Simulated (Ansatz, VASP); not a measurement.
# KNa2I2Br in two plane-wave programs, part 2 of 2

Wanted: the spread between two codes on one cell, functional and k mesh. The cell is generated by rule, not measured, and may not be a known phase. The cell is taken from a series of runs on this material, whose earlier steps may have relaxed, scaled, displaced or heated it; both programs get it as it stands.

VASP 6.6.1 and Ansatz 0.2.0.

So far: The structure; Ansatz: relaxation of cell and atoms, PBEsol.

## (3) VASP: relaxation of cell and atoms, PBEsol

Level of this step: PBEsol; plane waves and PAW (Br, I, K_sv, Na_pv); invented cell (VASP).

The same cell, functional and mesh now go to VASP, with its own data sets.

Lines of VASP's logs that name or quote its potential files are left out, and so is its time.

INCAR reads:

```
SYSTEM = KNa2I2Br
PREC = Accurate
ENCUT = 500
EDIFF = 1E-07
NELM = 120
ISMEAR = 0
SIGMA = 0.01
LREAL = .FALSE.
ALGO = Normal
GGA = PS
NBANDS = 28
LORBIT = 11
LWAVE = .FALSE.
LCHARG = .FALSE.
ISIF = 3
IBRION = 2
NSW = 80
EDIFFG = -0.005
LASPH = .TRUE.
GGA_COMPAT = .FALSE.
NELMIN = 4
EFERMI = MIDGAP
KPAR = 2
```

POSCAR reads:

```
KNa2I2Br
1.0
    3.2207960000      3.2207960000      0.0000000000
   -3.2207960000      3.2207960000      0.0000000000
    3.2207960000      0.0000000000      9.7224750000
Br I K Na
1 2 1 2
Direct
    0.5000000000      0.5000000000      0.0000000000
    0.8269344997      0.1730655003      0.3461310006
    0.1730655003      0.8269344997      0.6538689994
    0.0000000000      0.0000000000      0.0000000000
    0.3393433771      0.6606566229      0.3213132459
    0.6606566229      0.3393433771      0.6786867541
```

KPOINTS reads:

```
Automatic mesh
0
Gamma
4 4 4
0 0 0
```

The projector-augmented-wave data sets are Br, I, K_sv and Na_pv (PBE family, release 64).

Run with:

```bash
mpirun -np 2 vasp_std
```

Numbers of over 12 decimals in the logs are rounded to 6 here.

Log:

```text
[banner, memory and clock lines left out]
running    2 mpi-ranks, on    1 nodes
 distrk:  each k-point on    1 cores,    2 groups
 distr:  one band on    1 cores,    1 groups

 POSCAR found type information on POSCAR BrI K Na
 POSCAR found :  4 types and       6 ions
|                                                                             |
|               ----> ADVICE to this user running VASP <----                  |
|                                                                             |
|     You enforced a specific xc type in the INCAR file but a different       |
|     [... a line on the potential file left out ...]
|     I HOPE YOU KNOW WHAT YOU ARE DOING!                                     |
|                                                                             |

 LDA part: xc-table for (Slater+PW92), standard interpolation
 POSCAR, INCAR and KPOINTS ok, starting setup
 FFT: planning ... GRIDC
 FFT: planning ... GRID_SOFT
 FFT: planning ... GRID
 WAVECAR not read
 entering main loop
       N       E                     dE             d eps       ncg     rms          rms(c)
DAV:   1     0.360406092513E+03    0.36041E+03   -0.19381E+04   744   0.139E+03
DAV:   2     0.127918535210E+02   -0.34761E+03   -0.33557E+03   900   0.342E+02
DAV:   3    -0.167247309567E+02   -0.29517E+02   -0.29418E+02   852   0.107E+02
DAV:   4    -0.180166455804E+02   -0.12919E+01   -0.12902E+01  1236   0.218E+01
DAV:   5    -0.180409522354E+02   -0.24307E-01   -0.24294E-01   988   0.270E+00    0.438E+00
DAV:   6    -0.177603427559E+02    0.28061E+00   -0.44524E-01   896   0.347E+00    0.312E+00
DAV:   7    -0.177250291974E+02    0.35314E-01   -0.37713E-01   972   0.288E+00    0.119E+00
DAV:   8    -0.177276509846E+02   -0.26218E-02   -0.46514E-02   912   0.129E+00    0.282E-01
DAV:   9    -0.177275659795E+02    0.85005E-04   -0.15571E-03   984   0.252E-01    0.147E-01
DAV:  10    -0.177277214725E+02   -0.15549E-03   -0.11494E-03   936   0.209E-01    0.630E-02
DAV:  11    -0.177277072289E+02    0.14244E-04   -0.30205E-04   960   0.102E-01    0.194E-02
DAV:  12    -0.177277056924E+02    0.15365E-05   -0.23782E-05  1064   0.256E-02    0.136E-02
DAV:  13    -0.177277019593E+02    0.37330E-05   -0.11526E-05   972   0.218E-02    0.425E-03
DAV:  14    -0.177277022342E+02   -0.27493E-06   -0.48904E-06   928   0.818E-03    0.364E-03
DAV:  15    -0.177277022445E+02   -0.10259E-07   -0.15611E-07   800   0.187E-03
   1 F= -.17727702E+02 E0= -.17727702E+02  d E =-.177277E+02
 curvature:   0.00 expect dE= 0.000E+00 dE for cont linesearch  0.000E+00
 trial: gam= 0.00000 g(F)=  0.776E-06 g(S)=  0.134E-03 ort = 0.000E+00 (trialstep = 0.100E+01)
 search vector abs. value=  0.135E-03
 bond charge predicted
       N       E                     dE             d eps       ncg     rms          rms(c)
DAV:   1    -0.177285884342E+02   -0.88620E-03   -0.19253E-02   872   0.124E+00    0.171E-01
DAV:   2    -0.177279822349E+02    0.60620E-03   -0.11414E-03   888   0.252E-01    0.747E-02
DAV:   3    -0.177278242424E+02    0.15799E-03   -0.37425E-04   992   0.130E-01    0.432E-02
DAV:   4    -0.177278147116E+02    0.95308E-05   -0.20336E-05  1312   0.211E-02    0.153E-02
DAV:   5    -0.177278119366E+02    0.27751E-05   -0.63109E-06  1272   0.148E-02    0.461E-03
DAV:   6    -0.177278118208E+02    0.11579E-06   -0.33564E-07   804   0.334E-03    0.231E-03
DAV:   7    -0.177278117572E+02    0.63631E-07   -0.36851E-08   500   0.136E-03
   2 F= -.17727812E+02 E0= -.17727812E+02  d E =-.109513E-03
 trial-energy change:   -0.000110  1 .order   -0.000101   -0.000135   -0.000068
 step:   1.4818(harm=  2.0177)  dis= 0.00020  next Energy=   -17.727829 (dE=-0.127E-03)
 bond charge predicted
       N       E                     dE             d eps       ncg     rms          rms(c)
DAV:   1    -0.177280212135E+02   -0.20939E-03   -0.44690E-03   868   0.595E-01    0.826E-02
DAV:   2    -0.177278807247E+02    0.14049E-03   -0.26615E-04   876   0.121E-01    0.360E-02
DAV:   3    -0.177278439591E+02    0.36766E-04   -0.87496E-05   980   0.625E-02    0.207E-02
DAV:   4    -0.177278411608E+02    0.27984E-05   -0.46986E-06  1300   0.102E-02    0.734E-03
DAV:   5    -0.177278402468E+02    0.91395E-06   -0.14763E-06  1264   0.714E-03    0.223E-03
DAV:   6    -0.177278401956E+02    0.51265E-07   -0.62997E-08   600   0.161E-03
   3 F= -.17727840E+02 E0= -.17727840E+02  d E =-.137951E-03
 curvature:  -0.73 expect dE=-0.716E-05 dE for cont linesearch -0.684E-05
 trial: gam=-0.19107 g(F)=  0.256E-06 g(S)=  0.956E-05 ort = 0.355E-04 (trialstep = 0.110E+01)
 search vector abs. value=  0.115E-05
 reached required accuracy - stopping structural energy minimisation
```

From OUTCAR (step 3):

```text
ion  position               nearest neighbor table
   1  0.500  0.500  0.000-   4 3.22   4 3.22   4 3.22   4 3.22
   2  0.827  0.173  0.346-   4 3.37
   3  0.173  0.827  0.654-   4 3.37
   4  0.000  0.000  0.000-   1 3.22   1 3.22   1 3.22   1 3.22   3 3.37   2 3.37
   5  0.339  0.661  0.321-
   6  0.661  0.339  0.679-

  LATTYP: Found a body centered tetragonal cell.
 ALAT       =     4.5548933848
 C/A-ratio  =     4.2690241806

 Subroutine GETGRP returns: Found 16 space group operations
 (whereof 16 operations were pure point group operations)

The static configuration has the point symmetry D_4h.

 Found     13 irreducible k-points:

   k-points           NKPTS =     13   k-points in BZ     NKDIM =     13   number of bands    NBANDS=     28

   dimension x,y,z NGX =    36 NGY =   36 NGZ =   80
   dimension x,y,z NGXF=    72 NGYF=   72 NGZF=  160

   ENCUT  =  500.0 eV  36.75 Ry    6.06 a.u.   8.30  8.30 18.67*2*pi/ulx,y,z

   NELECT =      44.0000    total number of electrons

 k-points in reciprocal lattice and weights: Automatic mesh
   0.00000000  0.00000000  0.00000000       0.016
   0.25000000  0.00000000  0.00000000       0.125
   0.50000000  0.00000000  0.00000000       0.062
   0.25000000  0.25000000  0.00000000       0.062
   0.50000000  0.25000000  0.00000000       0.250
  -0.25000000  0.25000000 -0.00000000       0.125
   0.50000000  0.50000000  0.00000000       0.031
   0.00000000  0.00000000  0.25000000       0.031
   0.50000000  0.00000000  0.25000000       0.062
  -0.25000000  0.00000000  0.25000000       0.125
  -0.25000000  0.25000000  0.25000000       0.062
   0.50000000  0.50000000  0.25000000       0.031
   0.00000000  0.00000000  0.50000000       0.016

 average (electrostatic) potential at core
       1 -63.6132       2 -93.6239       3 -93.6239       4 -35.1433       5 -47.7220
       6 -47.7220

 E-fermi :   1.9396

 k-point     1 :       0.0000    0.0000    0.0000
  band No.  band energies     occupation
    ...
     18      -0.4014      2.00000
     19      -0.4014      2.00000
     20       0.0343      2.00000
     21       0.1438      2.00000
     22       0.1438      2.00000
     23       3.7355      0.00000
     24       5.2485      0.00000
     25       5.6137      0.00000
     26       5.9983      0.00000
     27       6.1791      0.00000
    ...

 k-point     2 :       0.2500    0.0000    0.0000
  band No.  band energies     occupation
    ...
     18      -0.8041      2.00000
     19      -0.4672      2.00000
     20      -0.2741      2.00000
     21      -0.0330      2.00000
     22       0.1055      2.00000
     23       4.8656      0.00000
     24       5.6034      0.00000
     25       6.0226      0.00000
     26       6.8853      0.00000
     27       6.9691      0.00000
    ...

 k-point     3 :       0.5000    0.0000    0.0000
  band No.  band energies     occupation
    ...
     18      -0.9005      2.00000
     19      -0.3217      2.00000
     20      -0.2720      2.00000
     21      -0.0409      2.00000
     22      -0.0317      2.00000
     23       5.3331      0.00000
     24       5.7968      0.00000
     25       6.1334      0.00000
     26       7.0418      0.00000
     27       7.3989      0.00000
    ...

  Total        0.0236552      0.0236552      0.0083379      0.0000000      0.0000000     -0.0000000
  in kB        0.1873990      0.1873990      0.0660533      0.0000000      0.0000000     -0.0000000
  external PRESSURE =       0.1469504 kB  Pullay stress =       0.0000000 kB

  energy-cutoff  :      500.00
  volume of cell :      202.24
      direct lattice vectors                 reciprocal lattice vectors
     3.223964248  3.223964248  0.000000000     0.155088568  0.155088568 -0.051393702
    -3.223964248  3.223964248 -0.000000000    -0.155088568  0.155088568  0.051393702
     3.223964248 -0.000000000  9.728818443    -0.000000000  0.000000000  0.102787405

 POSITION                                       TOTAL-FORCE (eV/Angst)
 -----------------------------------------------------------------------------------
      0.00000      3.22396     -0.00000        -0.000000     -0.000000      0.000000
      3.22396      3.22396      3.36748        -0.000000      0.000000     -0.000110
     -0.00000      3.22396      6.36134        -0.000000     -0.000000      0.000110
     -0.00000      0.00000     -0.00000        -0.000000      0.000000      0.000000
      0.00000      3.22396      3.12580        -0.000000      0.000000     -0.001625
      3.22396      3.22396      6.60302         0.000000     -0.000000      0.001625
 -----------------------------------------------------------------------------------
    total drift:                               -0.000000      0.000000     -0.000000

  FREE ENERGIE OF THE ION-ELECTRON SYSTEM (eV)
  ---------------------------------------------------
  free  energy   TOTEN  =       -17.7278401956 eV

  energy  without entropy=      -17.7278401956  energy(sigma->0) =      -17.72784020

 reached required accuracy - stopping structural energy minimisation

 total charge
# of ion       s       p       d       tot
------------------------------------------
    1        1.592   3.282   0.001   4.876
    2        1.493   2.842   0.003   4.338
    3        1.493   2.842   0.003   4.338
    4        1.959   5.570   0.031   7.560
    5        0.041   5.974   0.000   6.015
    6        0.041   5.974   0.000   6.015
--------------------------------------------------
tot          6.620  26.484   0.038  33.141

[... 3 further parts left out ...]
```

CONTCAR:

```
KNa2I2Br
   1.00000000000000
     3.2239642477176358    3.2239642477176358    0.0000000000000000
    -3.2239642477176358    3.2239642477176358   -0.0000000000000000
     3.2239642477176358   -0.0000000000000000    9.7288184431586284
  Br              I               K               Na
     1     2     1     2
Direct
     0.5000000000000000    0.5000000000000000    0.0000000000000000
     0.8269328863169682    0.1730671136830318    0.3461342273660707
     0.1730671136830318    0.8269328863169682    0.6538657726339293
     0.0000000000000000    0.0000000000000000    0.0000000000000000
     0.3393536785069612    0.6606463214930388    0.3212926430860795
     0.6606463214930388    0.3393536785069612    0.6787073569139206
```

The run keeps the 16 symmetry operations of its start, so it cannot find a distortion of lower symmetry.

## (4) Differences

Known differences besides the potentials themselves: fixed occupations in Ansatz, narrow Gaussian smearing in VASP; the data sets hold 68 valence electrons in Ansatz (on its default PAW (the set named soft_2) files) and 44 in VASP; the cutoff is 420 eV in Ansatz and 500 eV in VASP; Ansatz makes its cores anew for this functional, VASP keeps those of its PBE data sets; Ansatz adds a Pulay correction to the stress that steers its cell, VASP none. Total energies have different zeros and are not compared.

Compared:

```tsv
quantity	Ansatz	VASP	difference
volume (Å³)	202.02	202.24	-0.11 %
edge a after relaxation, in the typed setting (Å)	4.558	4.559	-0.03 %
edge c after relaxation, in the typed setting (Å)	10.245	10.249	-0.04 %
```

## (5) What came out

```
difference in volume (relaxation of cell and atoms, PBEsol) : -0.11 %
```

**Reading.** The difference in volume is -0.11 % (relaxation of cell and atoms, PBEsol), within the 1.2 % picked in this series as the mark of a large difference, as far as the stopping tolerances let one tell. The data sets hold unlike numbers of valence electrons (68 in Ansatz and 44 in VASP), so part of the differences comes from the potentials. 1 further run of this series is not shown here. How closely two codes agree says nothing of how well the functional describes the real material.

[Lines on the potential files, build, host, timing and source positions are cut from VASP's logs without a mark.]

[Logs are printed without paths, hosts, clocks, repeated set-up lines and the standing remarks that a program may print on its own settings, such as how far it seeks lower states.]

[Hosts, paths, dates, database ids (printed as entryN), source tags and the programs' standing remarks are cut or masked in the printed files.]
